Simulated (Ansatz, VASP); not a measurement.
## Cross-check of Si7O13F2 (fluorine-doped silica glass) between VASP and Ansatz

Aim: how closely do two programs agree when they are given the same cell, functional and k mesh? Of the first pair: The structure shown is the start of the Ansatz relaxation below; VASP solves that cell, so the two are compared at the walk's first step.

Method: plane waves, with VASP 6.6.1 beside it; single point at PBE, in Ansatz 0.2.0.

**1. The structure**

The cell holds 44 atoms: 14 Si, 4 F and 26 O. Its edges and angles: a = 8.451 Å, b = 8.451 Å, c = 8.451 Å, α = 90.0°, β = 90.0°, γ = 90.0°. As first built, before any earlier steps moved the atoms (in the runner's words): kind fluorine-doped silica glass; units_of_the_quenched_model {'SiO2': 13, 'SiF4': 1}; melt_K 2200; rate_K_ps 20; atoms 44.

**2. Ansatz: relaxation, PBE**

Ansatz runs on its PAW soft_1 files.

The two programs are compared at the cell with which this relaxation starts, whose forces are those of its first step.

File input.yaml:

```yaml
crystal:
  lattice:
    - [8.4512064951, 0.0, 0.0]
    - [0.0, 8.4512064951, 0.0]
    - [0.0, 0.0, 8.4512064951]
  atoms:
    - { symbol: Si, position: [0.863316, 0.346171, 0.981941] }
    - { symbol: Si, position: [0.596668, 0.547943, 0.633967] }
    - { symbol: Si, position: [0.907134, 0.966723, 0.724344] }
    - { symbol: Si, position: [0.757316, 0.603841, 0.189545] }
    - { symbol: Si, position: [0.62341, 0.095647, 0.912959] }
    - { symbol: Si, position: [0.208288, 0.800857, 0.820028] }
    - { symbol: Si, position: [0.905786, 0.333171, 0.628702] }
    - { symbol: Si, position: [0.331663, 0.127142, 0.688271] }
    - { symbol: Si, position: [0.278688, 0.443578, 0.82355] }
    - { symbol: Si, position: [0.213012, 0.332831, 0.409817] }
    - { symbol: Si, position: [0.985663, 0.812272, 0.394573] }
    - { symbol: Si, position: [0.062664, 0.099382, 0.169571] }
    - { symbol: Si, position: [0.338393, 0.684154, 0.402411] }
    - { symbol: Si, position: [0.471425, 0.823525, 0.087995] }
    - { symbol: F, position: [0.2803, 0.452542, 0.0208] }
    - { symbol: F, position: [0.649759, 0.461842, 0.266973] }
    - { symbol: F, position: [0.685328, 0.662916, 0.757189] }
    - { symbol: F, position: [0.199927, 0.021716, 0.066743] }
    - { symbol: O, position: [0.922868, 0.141386, 0.638812] }
    - { symbol: O, position: [0.735164, 0.41513, 0.590186] }
    - { symbol: O, position: [0.323314, 0.217033, 0.526619] }
    - { symbol: O, position: [0.345725, 0.785199, 0.949149] }
    - { symbol: O, position: [0.924065, 0.378733, 0.809768] }
    - { symbol: O, position: [0.950131, 0.192792, 0.057393] }
    - { symbol: O, position: [0.236296, 0.258781, 0.798731] }
    - { symbol: O, position: [0.488724, 0.659297, 0.528077] }
    - { symbol: O, position: [0.30152, 0.497017, 0.389043] }
    - { symbol: O, position: [0.155653, 0.219618, 0.282101] }
    - { symbol: O, position: [0.759185, 0.999502, 0.831089] }
    - { symbol: O, position: [0.26728, 0.944279, 0.681691] }
    - { symbol: O, position: [0.402171, 0.776944, 0.255349] }
    - { symbol: O, position: [0.635283, 0.716551, 0.091092] }
    - { symbol: O, position: [0.498184, 0.118827, 0.778815] }
    - { symbol: O, position: [0.160449, 0.74839, 0.423747] }
    - { symbol: O, position: [0.45528, 0.467211, 0.74969] }
    - { symbol: O, position: [0.90422, 0.856703, 0.569153] }
    - { symbol: O, position: [0.993049, 0.953898, 0.273159] }
    - { symbol: O, position: [0.05115, 0.379054, 0.509883] }
    - { symbol: O, position: [0.532775, 0.997082, 0.053044] }
    - { symbol: O, position: [0.035528, 0.886725, 0.836245] }
    - { symbol: O, position: [0.854225, 0.682167, 0.32183] }
    - { symbol: O, position: [0.865004, 0.501582, 0.077048] }
    - { symbol: O, position: [0.19233, 0.599452, 0.772989] }
    - { symbol: O, position: [0.686043, 0.272951, 0.950567] }
  symmetry: { detect: false }
kpoints:
  mp_grid: { grid: [2, 2, 2] }
scf:
  occupations: { method: fermi_dirac, width: 0.05 }
hamiltonian:
  xc: pbe
  pseudopotentials: { kind: paw, azcp: { folder: soft_1 } }
output:
  forces: true
  stress: true
relax:
  f_tol: 0.04
  max_steps: 100
  escape_saddle: false
  cell: { stress_tol: 0.4, fix: [] }
```

Run with:

```sh
ansatz run input.yaml --threads 4 --pin off --max-ram 16384MiB --backend cpu --events-out ev --progress --plain --runs-dir out
```

Numbers of over 12 decimals in the logs are rounded to 6 here.

The log of the run:

```text
Engine: ansatz 0.2.0, aarch64-unknown-linux-gnu
Pseudopotentials: kind: paw
Pseudopotential: Si, paw, valence charge 4, recommended cutoff 420 eV (normal), soft_1/Si.paw.azcp
Pseudopotential: F, paw, valence charge 7, recommended cutoff 420 eV (normal), soft_1/F.paw.azcp
Pseudopotential: O, paw, valence charge 6, recommended cutoff 420 eV (normal), soft_1/O.paw.azcp
Functional definition: PBE
  parameter kappa = 0.804
  parameter beta = 0.066725
  exchange = pbe_x(kappa = kappa, mu = beta*pi^2/3)
  correlation = pbe_c(beta = beta)
Crystal: 44 atoms, lattice volume = 603.610 Å³
Basis set: ecut = 420 eV, 11753 PW (Γ), exchange–correlation on 120×120×120 points (8 copies of the dense FFT grid, shifted against one another)
Bands: 164, of which v1, the nominal top of the filled ones, is band 120 counted from 1 (119 counted from 0)
Symmetry: 1 space group operations
k-points: 8
Non-local potential: Si, projectors of the file, l = 0: 2, l = 1: 2, l = 2: 1
Non-local potential: F, projectors of the file, l = 0: 2, l = 1: 2, l = 2: 1
Non-local potential: O, projectors of the file, l = 0: 2, l = 1: 2, l = 2: 1
PAW form: soft (Blöchl's): semilocal exchange-correlation on the pseudo side does not see the compensation charge
PAW one-centre angular grid: Si, 110 points (default); XC on 64 Gauss nodes
PAW one-centre angular grid: F, 110 points (default); XC on 64 Gauss nodes
PAW one-centre angular grid: O, 110 points (default); XC on 64 Gauss nodes
Initial density: superposition of atomic densities (chi_scale 0.1, normalization cell, long waves kept (reshape's long-wave potential 0.63 eV rms))
Initial wavefunctions: pseudopotential atomic-orbital guess
Functional: x = pbe(κ = 0.804, μ = 0.219515), c = pbe(β = 0.066725)
SCF iter   1: F=—  HF=-26965.443828 eV  |F-HF|=—  |Δ(HF+E_count)|=         —  Δρ=1.46e-1  dr2=1.22e2  ethr=3.10e-3  ⟨swp⟩=6.0  Hψ=5872  notcnv=0  defer=157
preconditioner: auto → Resta (q_TF=auto, 2.340 Å⁻¹)  ε∞=2.8  [insulator: Δε(μ)=2.505 eV  Ē_g=17.686 eV  σ=0.050 eV  W_gap=1.00  n_scr=122 (ndim 8)  ℏωp=23.4 eV  f_vac=0.119  D(μ)=0.00/eV (n_scr^D=0)  ε∞_Penn≈2.8]
SCF iter   2: F=—  HF=-26930.961711 eV  |F-HF|=—  |Δ(HF+E_count)|=    3.45e1  Δρ=5.04e-2  dr2=8.25e0  ethr=3.10e-3  ⟨swp⟩=3.9  Hψ=3261  notcnv=0  defer=311
SCF iter   3: F=—  HF=-26929.534149 eV  |F-HF|=—  |Δ(HF+E_count)|=    1.43e0  Δρ=2.30e-2  dr2=2.42e0  ethr=3.10e-3  ⟨swp⟩=2.0  Hψ=2510  notcnv=0  defer=311
SCF iter   4: F=—  HF=-26929.227748 eV  |F-HF|=—  |Δ(HF+E_count)|=   3.06e-1  Δρ=9.53e-3  dr2=3.86e-1  ethr=1.01e-3  ⟨swp⟩=3.0  Hψ=2086  notcnv=0  defer=312
SCF iter   5: F=—  HF=-26929.158613 eV  |F-HF|=—  |Δ(HF+E_count)|=   6.91e-2  Δρ=1.91e-3  dr2=2.10e-2  ethr=1.61e-4  ⟨swp⟩=2.1  Hψ=2384  notcnv=0  defer=312
SCF iter   6: F=—  HF=-26929.172438 eV  |F-HF|=—  |Δ(HF+E_count)|=   1.38e-2  Δρ=7.42e-4  dr2=2.53e-3  ethr=8.74e-6  ⟨swp⟩=2.0  Hψ=2000  notcnv=0  defer=312
SCF iter   7: F=—  HF=-26929.172464 eV  |F-HF|=—  |Δ(HF+E_count)|=   2.57e-5  Δρ=2.77e-4  dr2=3.96e-4  ethr=1.05e-6  ⟨swp⟩=2.0  Hψ=1960  notcnv=0  defer=312
SCF iter   8: F=—  HF=-26929.172471 eV  |F-HF|=—  |Δ(HF+E_count)|=   7.65e-6  Δρ=5.32e-5  dr2=2.47e-5  ethr=1.65e-7  ⟨swp⟩=2.0  Hψ=1960  notcnv=0  defer=312
SCF iter   9: F=—  HF=-26929.171993 eV  |F-HF|=—  |Δ(HF+E_count)|=   4.78e-4  Δρ=3.61e-5  dr2=6.28e-6  ethr=1.03e-8  ⟨swp⟩=2.0  Hψ=2015  notcnv=0  defer=312
SCF iter  10: F=—  HF=-26929.171990 eV  |F-HF|=—  |Δ(HF+E_count)|=   3.58e-6  Δρ=1.02e-5  dr2=6.81e-7  ethr=2.62e-9  ⟨swp⟩=2.0  Hψ=1938  notcnv=0  defer=312
SCF iter  11: F=—  HF=-26929.171989 eV  |F-HF|=—  |Δ(HF+E_count)|=   7.00e-7  Δρ=4.50e-6  dr2=1.15e-7  ethr=4.17e-11  ⟨swp⟩=5.0  Hψ=4889  notcnv=0
SCF iter  12: F=-26929.171989 eV  HF=-26929.171989 eV  |F-HF|=1.51e-8  |Δ(HF+E_count)|=   9.03e-8  Δρ=1.83e-6  dr2=1.57e-8  ethr=4.17e-11  ⟨swp⟩=4.6  Hψ=4185  notcnv=0
SCF 1 converged in 12 iterations: F = -26929.171989 eV  dr2 = 1.57e-8
  greatest PAW one-centre occupation: 0.932 electrons in one spin orbital (limit 2), on the F atom at site 17 (counted from 0), in its partial waves of l = 0
relax step   1: F+E_penalty+E_count = -26929.17198890 eV  Δ(F+E_penalty+E_count) = +0.000e0 eV  max|allowed force component| = 4.581e0 eV/Å  Δτ_max = 0.0000 Å  P = +5.376 GPa  Ω = 603.610 Å³  (12 SCF iters, dr2 threshold 1.00e-7 eV, accepted)
Crystal: 44 atoms, lattice volume = 618.981 Å³
Basis set: ecut = 420 eV, 12103 PW (Γ), exchange–correlation on 120×120×120 points (8 copies of the dense FFT grid, shifted against one another)
Initial density: handed on by an earlier stage of this run
Initial wavefunctions: those handed on with the density
iter 1 solved again at ethr=2.69e-4 eV; its pass at ethr=3.10e-3 eV (dr2=6.46e-1 eV) is discarded
SCF iter   1: F=—  HF=-26931.574963 eV  |F-HF|=—  |Δ(HF+E_count)|=         —  Δρ=1.24e-2  dr2=6.48e-1  ethr=2.69e-4  ⟨swp⟩=4.9  Hψ=7037  notcnv=0
[...]
SCF iter   2: F=—  HF=-26934.063269 eV  |F-HF|=—  |Δ(HF+E_count)|=   1.23e-4  Δρ=4.47e-5  dr2=1.40e-6  ethr=2.39e-9  ⟨swp⟩=2.1  Hψ=2273  notcnv=0
SCF iter   3: F=—  HF=-26934.063391 eV  |F-HF|=—  |Δ(HF+E_count)|=   1.22e-4  Δρ=1.04e-5  dr2=1.64e-7  ethr=5.85e-10  ⟨swp⟩=2.1  Hψ=2004  notcnv=0
[...]
SCF converged after 4 iterations
Free energy (F): -26934.063394 eV
Harris-Foulkes:  -26934.063394 eV  (|F-HF|=3.69e-9)
Internal energy: -26934.063394 eV  (E = F + TS)
E sigma→0 (E₀):  -26934.063394 eV
Fermi energy:    4.020962 eV
--- Per-component energies (eV) ---
  E_band       = -1380.726541
  E_kinetic    = 5876.422287
  E_local      = -18191.808716  (includes V_loc(G=0)·N_el)
  E_nonlocal   = 2009.655783
  E_hartree    = 6929.346295
  E_xc         = -2972.594524
  E_vxc        = -3456.507542  (∫ρ·V_xc dr)
  E_paw        = -12241.297495  (= ΣΔE_a)
  E_vpaw       = -1477.204284  (= ΣTr[D̂ρ^β])
  E_aug_tail   = 0.024315  (compensation charges beyond the density's cutoff)
  E_ewald      = -8343.811340
  E_smearing   = -0.000000  (= −TS)
  E_closure    = 0.000000  (closes the sum)
  Σ components = -26934.063394   (vs F -26934.063394, Δ=0.00e0)
--- Forces (eV/Å), atoms counted from 1 ---
  atom   1  Si     0.00091573     0.00048949    -0.00026099
  atom   2  Si     0.00177733     0.00582539    -0.00128954
  atom   3  Si     0.00215425    -0.00235402    -0.00102384
  atom   4  Si     0.01126071    -0.00301969     0.00708931
  atom   5  Si    -0.00018316     0.00187639     0.00036202
  atom   6  Si    -0.00304698     0.00020547    -0.00179997
  atom   7  Si    -0.00374072     0.00283632     0.00091878
  atom   8  Si     0.00304947     0.00244147    -0.00192406
  atom   9  Si     0.00102454    -0.00247381     0.00599471
  atom  10  Si    -0.00217307     0.00420293     0.00179125
  atom  11  Si     0.00007123    -0.00216573    -0.00230951
  atom  12  Si    -0.01011086     0.00337955     0.00073350
  atom  13  Si     0.00085837    -0.00062612     0.00230491
  atom  14  Si     0.00017787     0.00285259    -0.00213102
  atom  15  F     -0.00040102     0.00167915    -0.00275480
  atom  16  F     -0.00124481     0.00210132     0.00284709
  atom  17  F      0.00019924    -0.00293245    -0.00811928
  atom  18  F      0.00553708     0.00402652    -0.00010213
  atom  19  O      0.00089835     0.00213753    -0.00197892
  atom  20  O      0.00473421    -0.00191339    -0.00023951
  atom  21  O      0.00287079    -0.00312040     0.00083325
  atom  22  O     -0.00302075    -0.00441939     0.00120726
  atom  23  O     -0.00347732    -0.00085953    -0.00115655
  atom  24  O      0.00299271     0.00075454     0.00395183
[...]
atom  37  O     -0.00058468     0.00295333    -0.00338719
  atom  38  O      0.00285969    -0.00040068    -0.00201879
  atom  39  O      0.00153542     0.00049142    -0.00018790
  atom  40  O      0.00246227    -0.00203460     0.00351945
  atom  41  O     -0.00340778    -0.00223333    -0.00208822
  atom  42  O     -0.00143444    -0.00475334    -0.00031487
  atom  43  O     -0.00243738     0.00379638    -0.00013683
  atom  44  O      0.00051429    -0.00248169    -0.00253060
  max |Σ_I F_I| component: 7.03e-5 eV/Å
--- Stress (GPa, compression-positive) ---
        0.010612       0.008417      -0.020895
        0.008429      -0.009982       0.023649
       -0.020896       0.023645       0.041613
  P = ⅓ Tr σ = 0.0141 GPa (0.141 kbar)
--- Relaxed structure (11 steps of the walk, 11 accepted, 2 SCFs on fresh bases) ---
  F+E_penalty+E_count = -26934.06339414 eV   max|allowed force component| = 1.126e-2 eV/Å   (the final SCF, on the basis selected at the relaxed cell)
  cell:  # Å, volume = 625.4081 Å³
    - [8.552041, 0.227601, -0.139277]
    - [0.227601, 8.215440, 0.353796]
    - [-0.139277, 0.353796, 8.925899]
  atoms:
    - { symbol: Si, position: [0.868284, 0.329272, 0.975956] }
    - { symbol: Si, position: [0.584889, 0.546557, 0.638028] }
    - { symbol: Si, position: [0.904277, 0.956400, 0.709985] }
    - { symbol: Si, position: [0.759189, 0.582110, 0.197330] }
    - { symbol: Si, position: [0.631309, 0.078424, 0.890936] }
    - { symbol: Si, position: [0.224420, 0.805977, 0.811989] }
    - { symbol: Si, position: [0.900663, 0.348415, 0.646577] }
    - { symbol: Si, position: [0.338871, 0.142391, 0.687821] }
    - { symbol: Si, position: [0.316468, 0.450760, 0.834146] }
    - { symbol: Si, position: [0.167990, 0.345538, 0.428667] }
    - { symbol: Si, position: [0.970965, 0.810578, 0.394862] }
    - { symbol: Si, position: [0.065701, 0.109618, 0.198544] }
    - { symbol: Si, position: [0.318798, 0.663230, 0.379374] }
    - { symbol: Si, position: [0.475024, 0.813458, 0.084434] }
    - { symbol: F, position: [0.314301, 0.440615, 0.012586] }
    - { symbol: F, position: [0.657439, 0.457651, 0.293459] }
    - { symbol: F, position: [0.664863, 0.700028, 0.697321] }
    - { symbol: F, position: [0.240895, 0.046985, 0.173120] }
    - { symbol: O, position: [0.922058, 0.149107, 0.651287] }
    - { symbol: O, position: [0.724355, 0.421108, 0.587331] }
    - { symbol: O, position: [0.302947, 0.219625, 0.515505] }
    - { symbol: O, position: [0.334044, 0.782617, 0.964950] }
    - { symbol: O, position: [0.923543, 0.409577, 0.814982] }
    - { symbol: O, position: [0.997527, 0.184806, 0.036300] }
    - { symbol: O, position: [0.250044, 0.276574, 0.790067] }
    - { symbol: O, position: [0.454641, 0.620402, 0.511411] }
    - { symbol: O, position: [0.256551, 0.488822, 0.334117] }
    - { symbol: O, position: [0.066357, 0.249418, 0.313740] }
    - { symbol: O, position: [0.760612, 0.952998, 0.825535] }
    - { symbol: O, position: [0.290445, 0.952180, 0.698537] }
    - { symbol: O, position: [0.402547, 0.773807, 0.249340] }
    - { symbol: O, position: [0.636518, 0.696896, 0.087142] }
    - { symbol: O, position: [0.521652, 0.135257, 0.740822] }
    - { symbol: O, position: [0.158223, 0.760962, 0.428797] }
    - { symbol: O, position: [0.495658, 0.464335, 0.780768] }
    - { symbol: O, position: [0.898232, 0.860234, 0.554340] }
    - { symbol: O, position: [0.961246, 0.964722, 0.266494] }
    - { symbol: O, position: [0.038111, 0.420125, 0.540645] }
    - { symbol: O, position: [0.534774, 0.994447, 0.029903] }
    - { symbol: O, position: [0.043419, 0.870806, 0.825142] }
    - { symbol: O, position: [0.866885, 0.675087, 0.315545] }
    - { symbol: O, position: [0.864277, 0.473196, 0.090255] }
    - { symbol: O, position: [0.220793, 0.618194, 0.760687] }
    - { symbol: O, position: [0.704549, 0.239250, 0.955877] }
```

(Continued in part 2 of 2.)

[Lines on the potential files, build, host, timing and source positions are cut from VASP's logs without a mark.]

[Logs are printed without paths, hosts, clocks, repeated set-up lines and the standing remarks that a program may print on its own settings, such as how far it seeks lower states.]

[Hosts, paths, dates, database ids (printed as entryN), source tags and the programs' standing remarks are cut or masked in the printed files.]
